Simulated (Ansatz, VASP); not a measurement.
# Cross-check of ScInS3 between VASP and Ansatz, part 2 of 2

Wanted: the spread between two codes on one cell, functional and k mesh. The cell is generated by rule, not measured, and may not be a known phase. The cell is taken from a series of runs on this material, whose earlier steps may have relaxed, scaled, displaced or heated it; both programs get it as it stands.

VASP 6.6.1 and Ansatz 0.2.0.

So far: Starting point; VASP: relaxation of cell and atoms, PBEsol.

The structure was built from a prototype and need not be the compound's stable phase.

**3. Ansatz: relaxation of cell and atoms, PBEsol**

Level of this step: Ansatz beside VASP: Kohn-Sham DFT, plane waves, PBEsol (Ansatz).

Ansatz runs on its PAW soft_1 files.

The same cell, functional, mesh and smearing now go to Ansatz, which takes its cutoff from its data sets.

The input, input.yaml:

```yaml
crystal:
  lattice:
    - [3.5242829315, 2.0347456992, 3.1549134072]
    - [-3.5242829315, 2.0347456992, 3.1549134072]
    - [0.0, -4.0694913984, 3.1549134072]
  atoms:
    - { symbol: Sc, position: [0.1331949798, 0.1331949798, 0.1331949798] }
    - { symbol: In, position: [0.4786816669, 0.4786816669, 0.4786816669] }
    - { symbol: S, position: [0.4420268933, 0.9666798345, 0.4420268933] }
    - { symbol: S, position: [0.9666798345, 0.4420268933, 0.4420268933] }
    - { symbol: S, position: [0.4420268933, 0.4420268933, 0.9666798345] }
kpoints:
  mp_grid: { grid: [9, 9, 9] }
hamiltonian:
  xc: pbesol
  pseudopotentials: { kind: paw, azcp: { folder: soft_1 }, xc_functional: pbe }
scf:
  occupations: { method: methfessel_paxton, width: 0.2 }
output:
  forces: true
  stress: true
  eigenvalues: true
relax:
  adjacent_minimum: "off"
  f_tol: 0.001
  max_steps: 60
  cell: { stress_tol: 0.01 }
```

Launch:

```bash
$ ansatz run input.yaml --threads 4 --pin off --max-ram 16384MiB --backend cpu --events-out ev --progress --plain --runs-dir out
```

Numbers of over 12 decimals in the logs are rounded to 6 here.

The log of the run:

```text
Engine: ansatz 0.2.0, aarch64-unknown-linux-gnu
Pseudopotentials: kind: paw
Pseudopotential: Sc, paw, valence charge 11, recommended cutoff 420 eV (normal), soft_1/Sc.paw.azcp
Pseudopotential: In, paw, valence charge 13, recommended cutoff 420 eV (normal), soft_1/In.paw.azcp
Pseudopotential: S, paw, valence charge 6, recommended cutoff 420 eV (normal), soft_1/S.paw.azcp
Functional definition: PBEsol
  exchange = pbesol_x
  correlation = pbesol_c
Crystal: 5 atoms, lattice volume = 135.744 Å³
Basis set: ecut = 420 eV, 2681 PW (Γ), exchange–correlation on 72×72×72 points (8 copies of the dense FFT grid, shifted against one another)
Bands: 26, of which v1, the nominal top of the filled ones, is band 21 counted from 1 (20 counted from 0)
Symmetry: 6 space group operations
Space group: R3m (ITA 160), of the structure as read, at distance tolerance 5.1e-5 Å
k-points: 85 of 729 (time reversal used)
Non-local potential: Sc, projectors of the file, l = 0: 3, l = 1: 2, l = 2: 3, l = 3: 1
Non-local potential: In, projectors of the file, l = 0: 2, l = 1: 2, l = 2: 2, l = 3: 1
Non-local potential: S, projectors of the file, l = 0: 2, l = 1: 2, l = 2: 1
PAW form: soft (Blöchl's): semilocal exchange-correlation on the pseudo side does not see the compensation charge
PAW frozen core: Sc, regenerated for the run's functional, and the local potential with it (the file was generated under x = pbe(κ = 0.804, μ = 0.219515), c = pbe(β = 0.066725))
PAW frozen core: In, regenerated for the run's functional, and the local potential with it (the file was generated under x = pbe(κ = 0.804, μ = 0.219515), c = pbe(β = 0.066725))
PAW frozen core: S, regenerated for the run's functional, and the local potential with it (the file was generated under x = pbe(κ = 0.804, μ = 0.219515), c = pbe(β = 0.066725))
PAW one-centre angular grid: Sc, 590 points (default); XC on 64 Gauss nodes
PAW one-centre angular grid: In, 590 points (default); XC on 64 Gauss nodes
PAW one-centre angular grid: S, 110 points (default); XC on 64 Gauss nodes
Initial density: superposition of atomic densities (chi_scale 0.1, normalization cell, long waves kept (reshape's long-wave potential 0.01 eV rms))
Initial wavefunctions: pseudopotential atomic-orbital guess
Functional: x = pbesol(κ = 0.804, μ = 0.123457), c = pbesol(β = 0.046)
SCF iter   1: F=—  HF=-10296.498428 eV  |F-HF|=—  |Δ(HF+E_count)|=         —  Δρ=4.34e-2  dr2=5.64e0  ethr=3.10e-3  ⟨swp⟩=6.3  Hψ=10588  notcnv=0
preconditioner: auto → Kerker (q_TF=auto, 2.244 Å⁻¹)  [metal: Δε(μ)=0.056 eV  Ē_g=9.132 eV  σ=0.200 eV  W_gap=0.23  n_scr=26 (ndim 8)  ℏωp=18.6 eV  f_vac=0.051  D(μ)=0.52/eV (n_scr^D=0)]
SCF iter   2: F=—  HF=-10295.520537 eV  |F-HF|=—  |Δ(HF+E_count)|=   9.78e-1  S|Δr|=    0.00e0  Δρ=2.22e-2  dr2=1.36e0  ethr=3.10e-3  ⟨swp⟩=3.0  Hψ=5381  notcnv=0  defer=11
SCF iter   3: F=—  HF=-10295.227725 eV  |F-HF|=—  |Δ(HF+E_count)|=   2.93e-1  S|Δr|=    0.00e0  Δρ=1.04e-2  dr2=3.68e-1  ethr=3.10e-3  ⟨swp⟩=2.0  Hψ=3343  notcnv=0  defer=11
SCF iter   4: F=—  HF=-10295.162009 eV  |F-HF|=—  |Δ(HF+E_count)|=   6.57e-2  S|Δr|=    0.00e0  Δρ=3.92e-3  dr2=7.01e-2  ethr=8.76e-4  ⟨swp⟩=2.5  Hψ=3522  notcnv=0  defer=34
SCF iter   5: F=—  HF=-10295.163230 eV  |F-HF|=—  |Δ(HF+E_count)|=   1.22e-3  S|Δr|=    0.00e0  Δρ=1.59e-3  dr2=1.31e-2  ethr=1.67e-4  ⟨swp⟩=2.1  Hψ=4165  notcnv=0  defer=34
SCF iter   6: F=—  HF=-10295.167912 eV  |F-HF|=—  |Δ(HF+E_count)|=   4.68e-3  S|Δr|=    0.00e0  Δρ=6.77e-4  dr2=1.35e-3  ethr=3.12e-5  ⟨swp⟩=2.5  Hψ=3617  notcnv=0  defer=34
SCF iter   7: F=—  HF=-10295.170101 eV  |F-HF|=—  |Δ(HF+E_count)|=   2.19e-3  S|Δr|=    0.00e0  Δρ=2.77e-4  dr2=2.17e-4  ethr=3.21e-6  ⟨swp⟩=2.0  Hψ=3642  notcnv=0  defer=34
SCF iter   8: F=—  HF=-10295.170738 eV  |F-HF|=—  |Δ(HF+E_count)|=   6.38e-4  S|Δr|=    0.00e0  Δρ=9.99e-5  dr2=3.61e-5  ethr=5.17e-7  ⟨swp⟩=2.6  Hψ=3807  notcnv=0  defer=34
SCF iter   9: F=—  HF=-10295.170879 eV  |F-HF|=—  |Δ(HF+E_count)|=   1.41e-4  S|Δr|=    0.00e0  Δρ=3.33e-5  dr2=3.62e-6  ethr=8.58e-8  ⟨swp⟩=2.3  Hψ=3263  notcnv=0  defer=43
SCF iter  10: F=—  HF=-10295.170886 eV  |F-HF|=—  |Δ(HF+E_count)|=   6.31e-6  S|Δr|=    0.00e0  Δρ=1.21e-5  dr2=4.42e-7  ethr=8.61e-9  ⟨swp⟩=2.4  Hψ=3580  notcnv=0  defer=44
SCF iter  11: F=-10295.170886 eV  HF=-10295.170886 eV  |F-HF|=8.77e-8  |Δ(HF+E_count)|=   3.96e-7  S|Δr|=    0.00e0  Δρ=5.10e-6  dr2=6.76e-8  ethr=2.38e-10  ⟨swp⟩=10.6  Hψ=11465  notcnv=0
SCF 1 converged in 11 iterations: F = -10295.170886 eV  dr2 = 6.76e-8
  greatest PAW one-centre occupation: 0.998 electrons in one spin orbital (limit 2), on the Sc atom at site 0 (counted from 0), in its partial waves of l = 0
[...]
Crystal: 5 atoms, lattice volume = 135.674 Å³
iter 1 solved again at ethr=2.90e-9 eV; its pass at ethr=3.10e-3 eV (dr2=1.22e-6 eV) is discarded
SCF iter   1: F=—  HF=-10295.170863 eV  |F-HF|=—  |Δ(HF+E_count)|=         —  Δρ=3.44e-5  dr2=1.59e-6  ethr=2.90e-9  ⟨swp⟩=3.0  Hψ=13116  notcnv=0
preconditioner: auto → Kerker (q_TF=auto, 2.244 Å⁻¹)  [metal: Δε(μ)=0.020 eV  Ē_g=9.872 eV  σ=0.200 eV  W_gap=0.08  n_scr=26 (ndim 8)  ℏωp=18.6 eV  f_vac=0.116  D(μ)=0.68/eV (n_scr^D=0)]
SCF iter   2: F=—  HF=-10295.170900 eV  |F-HF|=—  |Δ(HF+E_count)|=   3.74e-5  S|Δr|=    0.00e0  Δρ=1.53e-5  dr2=3.34e-7  ethr=2.90e-9  ⟨swp⟩=2.3  Hψ=3705  notcnv=0
SCF iter   3: F=—  HF=-10295.170900 eV  |F-HF|=—  |Δ(HF+E_count)|=   9.18e-9  S|Δr|=    0.00e0  Δρ=4.31e-6  dr2=3.44e-8  ethr=7.96e-10  ⟨swp⟩=2.0  Hψ=3622  notcnv=0
SCF iter   4: F=—  HF=-10295.170900 eV  |F-HF|=—  |Δ(HF+E_count)|=   2.26e-8  S|Δr|=    0.00e0  Δρ=1.93e-6  dr2=1.28e-8  ethr=8.19e-11  ⟨swp⟩=2.3  Hψ=3295  notcnv=0
SCF iter   5: F=—  HF=-10295.170900 eV  |F-HF|=—  |Δ(HF+E_count)|=   1.66e-8  S|Δr|=    0.00e0  Δρ=8.04e-7  dr2=3.12e-9  ethr=3.05e-11  ⟨swp⟩=2.1  Hψ=2957  notcnv=0
SCF iter   6: F=—  HF=-10295.170900 eV  |F-HF|=—  |Δ(HF+E_count)|=   7.67e-9  S|Δr|=    0.00e0  Δρ=3.92e-7  dr2=7.48e-10  ethr=7.43e-12  ⟨swp⟩=2.0  Hψ=2918  notcnv=0
SCF iter   7: F=-10295.170900 eV  HF=-10295.170900 eV  |F-HF|=1.40e-10  |Δ(HF+E_count)|=   1.91e-9  S|Δr|=    0.00e0  Δρ=1.91e-7  dr2=1.26e-10  ethr=1.76e-12  ⟨swp⟩=5.0  Hψ=7524  notcnv=0
SCF 3 converged in 7 iterations: F = -10295.170900 eV  dr2 = 1.26e-10
relax step   3: F+E_penalty+E_count = -10295.17090024 eV  Δ(F+E_penalty+E_count) = -1.966e-6 eV  max|allowed force component| = 1.428e-3 eV/Å  Δτ_max = 0.0005 Å  P = +0.001 GPa  Ω = 135.674 Å³  energy of the carried Pulay correction = +6.046e-6 eV  (7 SCF iters, dr2 threshold 7.41e-10 eV, accepted)
[...]
relax step   4: F+E_penalty+E_count = -10295.17089955 eV  Δ(F+E_penalty+E_count) = +6.912e-7 eV  max|allowed force component| = 5.871e-4 eV/Å  Δτ_max = 0.0002 Å  P = -0.002 GPa  Ω = 135.685 Å³  energy of the carried Pulay correction = +5.076e-6 eV  (5 SCF iters, dr2 threshold 1.27e-10 eV, accepted)
[...]
relax step   5: F+E_penalty+E_count = -10295.17089426 eV  Δ(F+E_penalty+E_count) = +5.295e-6 eV  max|allowed force component| = 5.752e-4 eV/Å  Δτ_max = 0.0000 Å  P = -0.002 GPa  Ω = 135.685 Å³  stress off target by 1.82e-3 GPa  SCF on the basis re-selected at this cell (its energy is not comparable with the rows above)  (7 SCF iters)
basis re-selected at this cell: Δ(F+E_penalty+E_count) = +5.295e-6 eV, ΔP = -0.000 GPa vs the last step (what re-selecting the basis moved, of the pressure what is left beyond the Pulay correction that the steps carried, after the strain that the cell walked since its last selection, with what the two solves' SCF thresholds leave and, on support functions, any second-order correction that the steps lacked; it is no m [...]
SCF converged after 7 iterations
Stability not checked: this state was not tested for a lower state beside it, because cold or Methfessel-Paxton smearing, or corrected tetrahedra, fill the levels in a way that the test cannot read (fill_not_monotonic; see scf.lower_state_search)
Free energy (F): -10295.170894 eV
Harris-Foulkes:  -10295.170894 eV  (|F-HF|=5.46e-12)
Internal energy: -10295.173446 eV  (E = F + TS)
E sigma→0 (E₀):  -10295.171532 eV
Entropy (-TS):   0.002552 eV (0.510 meV/atom)
Fermi energy:    4.867545 eV
--- Per-component energies (eV) ---
  E_band       = -322.850071
  E_kinetic    = 743.431093
  E_local      = -3243.659224  (includes V_loc(G=0)·N_el)
  E_nonlocal   = 576.718253
  E_hartree    = 1261.489889
  E_xc         = -489.706751
  E_vxc        = -441.069381  (∫ρ·V_xc dr)
  E_paw        = -6883.632336  (= ΣΔE_a)
  E_vpaw       = -481.250746  (= ΣTr[D̂ρ^β])
  E_aug_tail   = 0.000183  (compensation charges beyond the density's cutoff)
  E_ewald      = -2260.365330
  E_core_change = 0.550777  (= ΣΔE_core)
  E_smearing   = 0.002552  (= −TS)
  E_closure    = 0.000000  (closes the sum)
  Σ components = -10295.170894   (vs F -10295.170894, Δ=0.00e0)
--- Forces (eV/Å), atoms counted from 1 ---
  atom   1  Sc     0.00000000     0.00000000     0.00057536
  atom   2  In     0.00000000     0.00000000    -0.00001731
  atom   3  S     -0.00000358     0.00000207    -0.00018574
  atom   4  S      0.00000358     0.00000207    -0.00018574
  atom   5  S      0.00000000    -0.00000414    -0.00018574
  max |Σ_I F_I| component: 8.29e-7 eV/Å
--- Stress (GPa, compression-positive) ---
       -0.001676       0.000000       0.000000
        0.000000      -0.001676      -0.000000
        0.000000      -0.000000      -0.001821
  P = ⅓ Tr σ = -0.0017 GPa (-0.017 kbar)
--- Band table (eV; the first three rows and the last of 85) ---
  k-point 0: bands = [... 17 lower, 2.8827, 3.9211, 3.9211, 4.1838, 4.3207, 6.9270, 7.1296, 7.1890, ... 1 higher]
  k-point 1: bands = [... 17 lower, 2.9018, 3.7707, 3.8428, 4.2860, 4.4726, 6.9033, 7.0774, 7.2348, ... 1 higher]
  k-point 2: bands = [... 17 lower, 2.8723, 3.6499, 3.6518, 4.1976, 5.0898, 6.9026, 7.0750, 7.3533, ... 1 higher]
  k-point 84: bands = [... 17 lower, 3.6197, 4.0111, 4.0176, 5.0042, 6.3338, 6.9167, 6.9463, 7.8216, ... 1 higher]
--- Relaxed structure (4 steps of the walk, 4 accepted, 1 SCFs on fresh bases) ---
  F+E_penalty+E_count = -10295.17089426 eV   max|allowed force component| = 5.752e-4 eV/Å   (the final SCF, on the basis selected at the relaxed cell)
  cell:  # Å, volume = 135.6855 Å³
    - [3.524178, 2.034685, 3.153750]
    - [-3.524178, 2.034685, 3.153750]
    - [0, -4.069370, 3.153750]
  atoms:
    - { symbol: Sc, position: [0.133027, 0.133027, 0.133027] }
    - { symbol: In, position: [0.478864, 0.478864, 0.478864] }
    - { symbol: S, position: [0.441975, 0.966769, 0.441975] }
    - { symbol: S, position: [0.966769, 0.441975, 0.441975] }
    - { symbol: S, position: [0.441975, 0.441975, 0.966769] }
```

In the SCF lines HF is the Harris–Foulkes energy and dr2 the Hartree energy of the density residual, in eV; the loop may stop once dr2 is under the threshold and the program's other checks hold. Hψ counts applications of the Hamiltonian.

**4. Side by side**

Known differences besides the potentials themselves: the cutoff is 420 eV in Ansatz and 500 eV in VASP; Ansatz makes its cores anew for this functional, VASP keeps those of its PBE data sets; Ansatz adds a Pulay correction to the stress that steers its cell, VASP none. Total energies have different zeros and are not compared.

Both answers:

```
                                         quantity  Ansatz    VASP  difference
                                      volume (Å³)  135.69  135.60     +0.06 %
edge a after relaxation, in the typed setting (Å)   5.148   5.147     +0.02 %
```

**5. What came out**

* difference in volume (relaxation of cell and atoms, PBEsol): 0.060 %

What this shows: The difference in volume is 0.060 % (relaxation of cell and atoms, PBEsol), within the 1.2 % picked in this series as the mark of a large difference, as far as the stopping tolerances let one tell. How closely two codes agree says nothing of how well the functional describes the real material.

[Lines on the potential files, build, host, timing and source positions are cut from VASP's logs without a mark.]

[Logs are printed without paths, hosts, clocks, repeated set-up lines and the standing remarks that a program may print on its own settings, such as how far it seeks lower states.]

[Hosts, paths, dates, database ids (printed as entryN), source tags and the programs' standing remarks are cut or masked in the printed files.]
